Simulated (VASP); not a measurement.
Input for VASP

### INCAR
```
! general
SYSTEM  = Pt3Ti
PREC    = Accurate
ENCUT   = 500
LREAL   = .FALSE.
LASPH   = .TRUE.   ! aspherical one-centre terms

! electronic loop
EDIFF   = 1E-6   ! SCF stop (eV)
NELM    = 100   ! most electronic steps
ALGO    = Normal   ! blocked Davidson
LMAXMIX = 6   ! l cut-off of mixed one-centre charges

! smearing
ISMEAR  = 1   ! Methfessel-Paxton
SIGMA   = 0.1

! functional
GGA     = PS   ! PBEsol

! ions
IBRION  = 2
NSW     = 40
ISIF    = 3
EDIFFG  = -0.02   ! ionic stop
PSTRESS = 100   ! kbar

! output
LWAVE   = .FALSE.
LCHARG  = .FALSE.
```

POSCAR:
```
Pt3Ti
1.0
  3.8752405730   0.0000000000   0.0000000000
  0.0000000000   3.8752405730   0.0000000000
  0.0000000000   0.0000000000   3.8752405730
Ti Pt
1 3
Direct
  0.0000000000   0.0000000000   0.0000000000
  0.0000000000   0.5000000000   0.5000000000
  0.5000000000   0.0000000000   0.5000000000
  0.5000000000   0.5000000000   0.0000000000
```

### KPOINTS
```
Regular mesh
0
G
8 8 8
```

POTCAR, in this order: Ti_sv Pt (PBE.64 set). Program: vasp_std.

Problem. Translate this PBEsol calculation to Quantum ESPRESSO's pw.x.

Solution. One equivalent input (not run):
```
&CONTROL
  calculation = 'vc-relax'
  pseudo_dir = './pseudo'
  outdir = './out'
  tprnfor = .true.
  tstress = .true.
  nstep = 40
  forc_conv_thr = 0.00078
/
&SYSTEM
  ibrav = 0
  nat = 4
  ntyp = 2
  ecutwfc = 84
  occupations = 'smearing'
  smearing = 'methfessel-paxton'
  degauss = 0.00735
  input_dft = 'pbesol'
/
&ELECTRONS
  conv_thr = 7.3e-08
  electron_maxstep = 100
/
&IONS
/
&CELL
  press = 100
/
ATOMIC_SPECIES
  Ti 47.867 Ti.upf
  Pt 195.084 Pt.upf
CELL_PARAMETERS angstrom
     3.8752406    0.0000000    0.0000000
     0.0000000    3.8752406    0.0000000
     0.0000000    0.0000000    3.8752406
ATOMIC_POSITIONS crystal
  Ti   0.0000000  0.0000000  0.0000000
  Pt   0.0000000  0.5000000  0.5000000
  Pt   0.5000000  0.0000000  0.5000000
  Pt   0.5000000  0.5000000  0.0000000
K_POINTS automatic
  8 8 8 0 0 0
```
The two are equivalent in intent, not identical: the potentials are each code's own (VASP's PAW set, PseudoDojo norm-conserving files in pw.x), so ENCUT and ecutwfc are chosen apart and not converted; conv_thr bounds pw.x's estimated SCF error, while EDIFF bounds the energy change between steps; forc_conv_thr acts on force components and is met together with etot_conv_thr.

The compound is Pt3Ti in the L1_2 structure. This run relaxes it under an external pressure of 10 GPa. Symmetry was kept, so distortions that lower it aren't found.
